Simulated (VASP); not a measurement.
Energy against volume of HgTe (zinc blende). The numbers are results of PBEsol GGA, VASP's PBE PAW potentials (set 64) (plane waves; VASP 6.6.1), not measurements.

```tsv
V (Å³/atom)	E (eV/atom)
32.516	-2.16979
33.554	-2.18404
34.592	-2.18842
35.629	-2.18461
36.667	-2.17401
```

Task: Fit a third-order Birch-Murnaghan equation of state.

Result: 
* **volume per atom**: 34.60 Å^3/atom
* **bulk modulus**: 42.0 GPa
* **pressure derivative of the bulk modulus**: 5.20
* **lattice constant a**: 6.517 Å

Measured: bulk modulus 42.3 GPa (computed value off by -0.7 %), as given by Cormac Toher et al., Physical Review Materials (2017), arXiv:1611.05714; a 6.460 Å (computed value off by +0.9 %), as given by R. J. Cava et al., Journal of Materials Chemistry C (2013), arXiv:1302.1059. The calculation is for a static lattice, while the measured bulk modulus, a hold thermal and zero-point effects, which are part of the difference.

The compound is HgTe in the zinc blende structure. It was relaxed first.
